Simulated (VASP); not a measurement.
The input files of a VASP run:

KPOINTS:
```
Automatic
0
gamma
 8 8 4
0 0 0
```

### INCAR
```
! general
SYSTEM  = BeS
PREC    = Accurate
ENCUT   = 500   ! plane-wave cut-off (eV)
LREAL   = .False.
LASPH   = .True.   ! aspherical one-centre terms

! electronic loop
EDIFF   = 1E-6   ! SCF stop (eV)
NELM    = 100   ! most electronic steps
ALGO    = Normal

! smearing
ISMEAR  = 0   ! Gaussian
SIGMA   = 0.05   ! width (eV)

! functional
GGA     = PS   ! PBEsol

! ions
IBRION  = 2
NSW     = 40   ! most ionic steps
ISIF    = 3
EDIFFG  = -0.02
PSTRESS = 200   ! kbar

! output
LWAVE   = .False.
LCHARG  = .False.
```

**POSCAR**
```
BeS
1
    3.3147454169     0.0000000000     0.0000000000
   -1.6573727084     2.8706535485     0.0000000000
    0.0000000000     0.0000000000     5.4668844960
Be S
2 2
Direct
  0.3333330000   0.6666670000   0.0006242112
  0.6666670000   0.3333330000   0.5006242112
  0.3333330000   0.6666670000   0.3743757888
  0.6666670000   0.3333330000   0.8743757888
```

POTCAR, in this order: Be S (PBE.64 set). Program: vasp_std.

Task: Translate this PBEsol calculation to Ansatz.

Result: One equivalent input (not run):
Ansatz 0.2 input:
```yaml
crystal:
  lattice:
    - [3.3147454, 0.0000000, 0.0000000]
    - [-1.6573727, 2.8706535, 0.0000000]
    - [0.0000000, 0.0000000, 5.4668845]
  atoms:
    - { symbol: Be, position: [0.3333330, 0.6666670, 0.0006242] }
    - { symbol: Be, position: [0.6666670, 0.3333330, 0.5006242] }
    - { symbol: S, position: [0.3333330, 0.6666670, 0.3743758] }
    - { symbol: S, position: [0.6666670, 0.3333330, 0.8743758] }
kpoints:
  mp_grid: { grid: [8, 8, 4] }
hamiltonian:
  xc: pbesol
  pseudopotentials: { kind: paw }
scf:
  occupations: { method: gaussian, width: 0.05 }
  max_iter: 100
relax:
  max_steps: 40
  f_tol: 0.02
  cell: { p_target: 20 }
output: { forces: true, stress: true, eigenvalues: true }
```
What does not carry over: each code has its own PAW files, so the cut-off isn't converted (ENCUT is set for VASP's; basis.ecutwfc is left out, and Ansatz then takes the one that its files recommend); Ansatz stops its SCF on the density residual and VASP on the energy change (EDIFF).

The structure was generated: BeS was put into the wurtzite type (P6_3mc), which need not be its known phase. This run relaxes it under an external pressure of 20 GPa. Symmetry was kept, so distortions that lower it aren't found.
